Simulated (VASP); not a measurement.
Calculation: MS2 meta-GGA, VASP's PBE PAW potentials (set 64) (plane waves; VASP).

VASP ran on this input.

**POSCAR**
```
K
1
   -2.6568428662     2.6568428662     2.6568428662
    2.6568428662    -2.6568428662     2.6568428662
    2.6568428662     2.6568428662    -2.6568428662
K
1
Direct
  0.0000000000   0.0000000000   0.0000000000
```

### KPOINTS
```
Automatic mesh
0
Gamma
11 11 11
0 0 0
```

INCAR:
```
! general
SYSTEM  = K
PREC    = Accurate
ENCUT   = 520
LREAL   = .FALSE.
LASPH   = .TRUE.

! electronic loop
EDIFF   = 1E-7
NELM    = 100
ALGO    = Normal
LMIXTAU = .TRUE.

! smearing
ISMEAR  = -5

! functional
METAGGA = MS2

! ions
ISIF    = 2

! output
LWAVE   = .FALSE.
LCHARG  = .FALSE.
LORBIT  = 11
NEDOS   = 601
```

### KPOINTS_OPT
```
k-points along high-symmetry lines
10
Line-mode
Reciprocal
  0.000000   0.000000   0.000000 ! GAMMA
  0.500000  -0.500000   0.500000 ! H

  0.500000  -0.500000   0.500000 ! H
  0.000000  -0.000000   0.500000 ! N

  0.000000  -0.000000   0.500000 ! N
  0.000000   0.000000   0.000000 ! GAMMA

  0.000000   0.000000   0.000000 ! GAMMA
  0.250000   0.250000   0.250000 ! P

  0.250000   0.250000   0.250000 ! P
  0.500000  -0.500000   0.500000 ! H

  0.250000   0.250000   0.250000 ! P
  0.000000  -0.000000   0.500000 ! N
```

POTCAR, in this order: K_sv (PBE.64 set). Program: vasp_std.

Q: Estimate the energy per atom (σ→0), band gap (over mesh and band path).

A: 
```yaml
energy per atom (σ→0): -6.372 eV/atom
band gap (over mesh and band path): none (metal, semimetal or under 0.01 eV)
```

**OSZICAR**
```
...
DAV:  56    -0.637159801034E+01   -0.20924E-06   -0.29749E-06   936   0.214E-02    0.975E-04
DAV:  57    -0.637159801531E+01   -0.49672E-08   -0.15650E-06   912   0.144E-02    0.650E-04
DAV:  58    -0.637159751171E+01    0.50360E-06   -0.37176E-07   976   0.807E-03    0.634E-04
DAV:  59    -0.637159711733E+01    0.39437E-06   -0.13882E-07   960   0.448E-03    0.267E-04
DAV:  60    -0.637159718775E+01   -0.70411E-07   -0.99522E-08   944   0.370E-03
   1 F= -.63715972E+01 E0= -.63715972E+01  d E =0.000000E+00
       N       E                     dE             ncg
       N       E                     dE             ncg
```

The compound is K in the bcc structure. It was relaxed first.
